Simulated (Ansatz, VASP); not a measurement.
# SnC2 in VASP and in Ansatz

```
Sn C
1.0
     4.81709    0.00000    0.00000
     0.00000    4.81709    0.00000
     0.00000    0.00000    4.81709
Sn C
2 4
Direct
  0.00000 0.00000 0.00000
  0.50000 0.50000 0.50000
  0.25000 0.25000 0.25000
  0.25000 0.75000 0.75000
  0.75000 0.75000 0.25000
  0.75000 0.25000 0.75000
```

Alike in both runs: functional PBE; k mesh 4 × 4 × 4; occupations gaussian, width 0.1 eV; no spin polarisation.

Ansatz relaxed the structure, and its values are those at the end. VASP's run is a single point on that final structure, the one shown.

|  | VASP | Ansatz |
| --- | --- | --- |
| version | VASP 6.6.1 | Ansatz 0.2.0 |
| potentials or method | VASP PAW PBE potentials, release 64 (Sn_d, C) | scalar-relativistic, plane waves, PAW |
| plane-wave cutoff (eV) | 520 | 420 |
| valence electrons in the cell | 44 | 44 |

```tsv
	VASP	Ansatz	Ansatz less VASP
gap on the k mesh at the Fermi level (eV)	none	none	-
pressure (GPa)	-0.1	0.0	+0.16
```

A gap of «none» marks a metal or a gap that the smearing closes. With one functional, cell and mesh, what is left measures potentials, basis and numerics.
